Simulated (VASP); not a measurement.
Computed with HSE06 screened hybrid, VASP's PBE PAW potentials (set 64) (plane waves; VASP).

Input for VASP

INCAR:
```
SYSTEM = CSi63
PREC = Normal
ENCUT = 400
EDIFF = 1E-5
NELM = 50
ALGO = Normal
LREAL = Auto
LASPH = .TRUE.
ISMEAR = 0
SIGMA = 0.05
GGA = PE
LWAVE = .FALSE.
LCHARG = .FALSE.
NELMIN = 4
ISYM = 0
NELECT = 257.0
ISPIN = 2
NUPDOWN = 1
MAGMOM = 64*0.0156
LORBIT = 10
HFSCREEN = 0.2
AEXX = 0.25
LHFCALC = .TRUE.
PRECFOCK = Fast
ISIF = 0
```

### KPOINTS
```
Automatic mesh
0
G
  1 1 1
0 0 0
```

File POSCAR:
```
CSi63
1
   10.9370747000     0.0000000000     0.0000000000
    0.0000000000    10.9370747000     0.0000000000
    0.0000000000     0.0000000000    10.9370747000
Si C
63 1
Direct
  0.4999660607   0.9997290834   0.9997342095
  0.6245368095   0.1279284321   0.1280109155
  0.7495375407   0.2502576237   0.0005831737
  0.8716791439   0.3752401891   0.1281083576
  0.7494443887   0.0004734466   0.2503617038
  0.8714991718   0.1281080460   0.3753484494
  0.9999989743   0.0000020730   0.0000034133
  0.1251218754   0.1250131148   0.1251362336
  0.2503463608   0.2502287065   0.9991418089
  0.3746620032   0.3746021349   0.1258527867
  0.4999531736   0.4999282444   0.9998653510
  0.6251788059   0.6250974747   0.1261538773
  0.7496035806   0.7495082393   0.9993856325
  0.8748740821   0.8748063013   0.1250891805
  0.2502826048   0.9989407047   0.2502832955
  0.3746366346   0.1257329257   0.3745933541
  0.5003285441   0.2559962173   0.2560570733
  0.6072500513   0.3921147818   0.3922394174
  0.7435186953   0.4991367777   0.2562768353
  0.8737261384   0.6249990321   0.3746404810
  0.4999895176   0.9998728044   0.4999888136
  0.6253311420   0.1258640765   0.6252757593
  0.7434812084   0.2562646566   0.4994202083
  0.8738757476   0.3746161497   0.6251441644
  0.7497089505   0.9990559035   0.7496026559
  0.8748602650   0.1250049984   0.8748304538
  0.9998218985   0.4999138074   0.9996770414
  0.1280023319   0.6245077005   0.1278724913
  0.2503815823   0.7493971675   0.0004221585
  0.3752975633   0.8715354526   0.1279991892
  0.9991405559   0.2502345159   0.2503728534
  0.1258963279   0.3745664722   0.3747000134
  0.2559696428   0.5002943922   0.2559772836
  0.3921024885   0.6072578823   0.3921479313
  0.4992588400   0.7435104058   0.2562394215
  0.6250746588   0.8735943614   0.3747415621
  0.9997460997   0.9998564645   0.4999367327
  0.1281667793   0.1279078926   0.6245178804
  0.2562206656   0.2560162922   0.5003081405
  0.3924877946   0.3920395246   0.6071958740
  0.6074739842   0.6072045874   0.6072116830
  0.7436825290   0.7435316915   0.5004952673
  0.8718195968   0.8715186866   0.6246196534
  0.2504316755   0.0004329499   0.7494737339
  0.3753661827   0.1280264209   0.8715843739
  0.4995062971   0.2561695841   0.7435685135
  0.6252043877   0.3746524563   0.8738360089
  0.7436310004   0.5003960224   0.7435384702
  0.8716209210   0.6245936287   0.8716149715
  0.0005462985   0.7494259602   0.2502883173
  0.1279668308   0.8715900922   0.3753158801
  0.9999703553   0.4999412562   0.4999778564
  0.1262447495   0.6250010797   0.6252641998
  0.2561977060   0.7435382523   0.4993052128
  0.3748310770   0.8735175812   0.6251085217
  0.0006402685   0.2502203773   0.7494734744
  0.1282137203   0.3752023255   0.8715604969
  0.2564688786   0.4990043945   0.7434001390
  0.3747673158   0.6250016401   0.8735282066
  0.5007206101   0.7433880596   0.7434411759
  0.6246992111   0.8714801284   0.8716328851
  0.9994200139   0.7494466627   0.7496017466
  0.1250894090   0.8747982515   0.8748634607
  0.4997842814   0.4997854411   0.4996745729
```

POTCAR, in this order: Si C (PBE.64 set). Program: vasp_gam. Read from the step before: WAVECAR.

The resulting files:

### OUTCAR
```
 ion  position               nearest neighbor table
   1  0.500  1.000  1.000-  45 2.41   2 2.41  61 2.41  30 2.41
   2  0.625  0.128  0.128-   5 2.37   3 2.37  17 2.40   1 2.41
   3  0.750  0.250  0.001-   4 2.37   2 2.37  47 2.37  26 2.38
   4  0.872  0.375  0.128-   3 2.37  31 2.37  19 2.40  27 2.41
   5  0.749  0.000  0.250-   6 2.37   2 2.37  36 2.37  14 2.38
   6  0.871  0.128  0.375-   5 2.37  31 2.37  23 2.40  37 2.41
   7  1.000  0.000  0.000-   8 2.37  26 2.37  14 2.37  63 2.37
   8  0.125  0.125  0.125-   7 2.37  15 2.38   9 2.38  31 2.38
   9  0.250  0.250  0.999-  57 2.37  45 2.37  10 2.37   8 2.38
  10  0.375  0.375  0.126-  17 2.37  33 2.37   9 2.37  11 2.38
  11  0.500  0.500  1.000-  47 2.38  59 2.38  10 2.38  12 2.38
  12  0.625  0.625  0.126-  35 2.37  19 2.37  13 2.37  11 2.38
  13  0.750  0.750  0.999-  61 2.37  49 2.37  12 2.37  14 2.38
  14  0.875  0.875  0.125-   7 2.37  50 2.38  13 2.38   5 2.38
  15  0.250  0.999  0.250-  51 2.37  30 2.37  16 2.37   8 2.38
  16  0.375  0.126  0.375-  39 2.37  17 2.37  15 2.37  21 2.38
  17  0.500  0.256  0.256-  10 2.37  16 2.37   2 2.40  18 2.41
  18  0.607  0.392  0.392-  64 2.04  23 2.41  17 2.41  19 2.41
  19  0.744  0.499  0.256-  12 2.37  20 2.37   4 2.40  18 2.41
  20  0.874  0.625  0.375-  42 2.37  19 2.37  50 2.37  52 2.38
  21  0.500  1.000  0.500-  16 2.38  36 2.38  22 2.38  55 2.38
  22  0.625  0.126  0.625-  23 2.37  46 2.37  25 2.37  21 2.38
  23  0.743  0.256  0.499-  22 2.37  24 2.37   6 2.40  18 2.41
  24  0.874  0.375  0.625-  48 2.37  23 2.37  56 2.37  52 2.38
...
```

**OSZICAR**
```
       N       E                     dE             d eps       ncg     rms          rms(c)
DAV:   1    -0.393052418454E+03   -0.39305E+03   -0.12787E+01   644   0.808E+00    0.191E+01
DAV:   2    -0.393150601780E+03   -0.98183E-01   -0.31313E-01   742   0.121E+00    0.125E+01
DAV:   3    -0.393137270995E+03    0.13331E-01   -0.12760E-02   678   0.210E-01    0.742E+00
DAV:   4    -0.393130872289E+03    0.63987E-02   -0.18841E-03   726   0.914E-02    0.428E+00
DAV:   5    -0.393128646194E+03    0.22261E-02   -0.87640E-04   678   0.587E-02    0.244E+00
DAV:   6    -0.393127896018E+03    0.75018E-03   -0.24803E-04   678   0.321E-02    0.139E+00
DAV:   7    -0.393127649626E+03    0.24639E-03   -0.80938E-05   678   0.192E-02    0.788E-01
DAV:   8    -0.393127571913E+03    0.77713E-04   -0.39683E-05   574   0.128E-02    0.447E-01
DAV:   9    -0.393127549757E+03    0.22156E-04   -0.10258E-05   390   0.709E-03    0.256E-01
DAV:  10    -0.393127545069E+03    0.46876E-05   -0.50789E-06   374   0.501E-03
   1 F= -.39312755E+03 E0= -.39312755E+03  d E =-.124782E-07  mag=     1.0000
```

**OUTCAR**
```
------------------------ aborting loop because EDIFF is reached ----------------------------------------
  volume of cell :     1308.29
      direct lattice vectors                 reciprocal lattice vectors
    10.937074700  0.000000000  0.000000000     0.091432127  0.000000000  0.000000000
     0.000000000 10.937074700  0.000000000     0.000000000  0.091432127  0.000000000
     0.000000000  0.000000000 10.937074700     0.000000000  0.000000000  0.091432127
 POSITION                                       TOTAL-FORCE (eV/Angst)
 -----------------------------------------------------------------------------------
      5.46817     10.93411     10.93417        -0.002835     -0.003261     -0.000685
      6.83061      1.39916      1.40006         0.008992      0.007103      0.005880
      8.19775      2.73709      0.00638         0.001754     -0.006470     -0.004462
      9.53362      4.10403      1.40113        -0.000442     -0.009956      0.001715
      8.19673      0.00518      2.73822         0.001911     -0.006442     -0.002331
      9.53165      1.40113      4.10521        -0.002212      0.004515     -0.011362
     10.93706      0.00002      0.00004        -0.000638     -0.008734     -0.001741
      1.36847      1.36728      1.36862        -0.004277      0.001184     -0.003963
      2.73806      2.73677     10.92769        -0.002299     -0.005418      0.005272
      4.09771      4.09705      1.37646         0.002808      0.006322      0.012219
      5.46803      5.46775     10.93560        -0.001266     -0.001001     -0.001995
      6.83763      6.83674      1.37975        -0.004757     -0.004245     -0.003365
      8.19847      8.19743     10.93036        -0.001662     -0.003694      0.000268
      9.56856      9.56782      1.36811         0.001435      0.009790     -0.002399
      2.73736     10.92549      2.73737         0.000430      0.006087      0.000184
      4.09743      1.37515      4.09696         0.006977      0.015774      0.004810
      5.47213      2.79985      2.80052        -0.035651     -0.004910     -0.001616
      6.64154      4.28859      4.28995         0.008649      0.005757      0.000993
      8.13192      5.45910      2.80292         0.001217      0.040018     -0.004228
      9.55601      6.83566      4.09747        -0.001157     -0.000431      0.006079
      5.46842     10.93568      5.46842        -0.003269     -0.013253     -0.003399
      6.83929      1.37658      6.83869        -0.008228      0.011968     -0.005397
      8.13151      2.80279      5.46220         0.009146     -0.012690      0.036445
      9.55764      4.09720      6.83725        -0.007398      0.006899     -0.004526
      8.19962     10.92675      8.19846        -0.003023      0.002559     -0.002604
      9.56841      1.36719      9.56809         0.004944     -0.000725      0.003388
     10.93513      5.46759     10.93354         0.000059     -0.009793     -0.000488
      1.39997      6.83029      1.39855         0.007626      0.009885      0.011330
      2.73844      8.19621      0.00462        -0.002111     -0.000696     -0.003717
      4.10466      9.53205      1.39994        -0.007325     -0.004106      0.002347
     10.92767      2.73683      2.73835         0.004453     -0.003393     -0.003464
      1.37694      4.09666      4.09812         0.012637      0.008846      0.000631
      2.79956      5.47176      2.79964         0.003859     -0.038680      0.002971
      4.28845      6.64162      4.28895         0.003207      0.010582      0.003467
      5.46043      8.13183      2.80251         0.034797     -0.003723     -0.003712
      6.83649      9.55457      4.09858        -0.000112      0.004818      0.002683
     10.93430     10.93550      5.46785         0.001253     -0.003436     -0.003763
      1.40177      1.39894      6.83040         0.007353      0.012725      0.008401
      2.80230      2.80007      5.47191        -0.008026     -0.008196     -0.033486
      4.29267      4.28777      6.64095        -0.003374      0.005479      0.005568
      6.64399      6.64104      6.64112         0.002790      0.009340      0.009073
      8.13371      8.13206      5.47395        -0.000681     -0.006699     -0.038114
      9.53516      9.53186      6.83151        -0.004463     -0.005015      0.006593
      2.73899      0.00474      8.19705        -0.003382     -0.008919      0.000128
      4.10541      1.40023      9.53258        -0.011628      0.007884     -0.004328
      5.46314      2.80175      8.13246         0.035131     -0.011852      0.005049
      6.83791      4.09760      9.55721        -0.003054      0.005024     -0.006981
      8.13315      5.47287      8.13214         0.001527     -0.035630      0.001988
      9.53298      6.83123      9.53292        -0.004445      0.011441     -0.004472
      0.00597      8.19653      2.73742        -0.004926     -0.003497     -0.003521
      1.39958      9.53265      4.10486         0.006173     -0.005340     -0.008646
     10.93675      5.46789      5.46830        -0.001791     -0.001944     -0.000948
      1.38075      6.83568      6.83856        -0.003782      0.002559     -0.010878
      2.80205      8.13213      5.46094        -0.002611     -0.005596      0.035635
      4.09956      9.55373      6.83686        -0.001231      0.008619     -0.004262
      0.00700      2.73668      8.19705        -0.002375     -0.005610      0.001240
      1.40228      4.10362      9.53232         0.000900     -0.009974      0.000394
      2.80502      5.45765      8.13062        -0.004030      0.042075      0.005558
      4.09886      6.83569      9.55384         0.004670     -0.001476      0.001415
      5.47642      8.13049      8.13107        -0.037386     -0.002661      0.003343
      6.83238      9.53144      9.53311         0.007125     -0.002959     -0.004199
     10.93073      8.19675      8.19845         0.002120      0.000181     -0.001365
      1.36811      9.56773      9.56845        -0.002050      0.009376      0.002156
      5.46618      5.46619      5.46498         0.003955     -0.006381      0.003195
 -----------------------------------------------------------------------------------
    total drift:                                0.005308     -0.017442     -0.013634
  FREE ENERGIE OF THE ION-ELECTRON SYSTEM (eV)
  ---------------------------------------------------
  free  energy   TOTEN  =      -393.1275450693 eV

  energy  without entropy=     -393.1275450569  energy(sigma->0) =     -393.12754506

  exchange ACFDT corr.  =         0.00000000  see jH, gK, PRB 81, 115126

 total charge

# of ion       s       p       d       tot
------------------------------------------
    1        0.764   0.928   0.000   1.691
    2        0.749   0.949   0.000   1.698
    3        0.748   0.965   0.000   1.713
    4        0.749   0.949   0.000   1.698
    5        0.748   0.965   0.000   1.713
    6        0.749   0.949   0.000   1.698
    7        0.749   0.966   0.000   1.716
    8        0.748   0.962   0.000   1.710
    9        0.748   0.965   0.000   1.713
   10        0.749   0.966   0.000   1.715
   11        0.749   0.961   0.000   1.709
   12        0.749   0.965   0.000   1.715
   13        0.748   0.965   0.000   1.713
   14        0.748   0.962   0.000   1.710
   15        0.748   0.965   0.000   1.713
   16        0.749   0.966   0.000   1.715
   17        0.747   0.952   0.000   1.699
   18        0.734   0.900   0.000   1.634
   19        0.747   0.952   0.000   1.700
   20        0.749   0.965   0.000   1.715
   21        0.749   0.961   0.000   1.709
   22        0.749   0.966   0.000   1.715
   23        0.747   0.952   0.000   1.700
   24        0.749   0.966   0.000   1.715
...
```
(Selected blocks of OUTCAR.)

The cell is charged, with a uniform compensating background. The supercell is sampled at Γ alone, which is coarse: total energies, pressure and levels can be off, energies of defects by several tenths of an eV.

The cell is a supercell with a defect, built from Si (diamond): C_Si, charge -1. The cell's shape comes from a PBE relaxation.
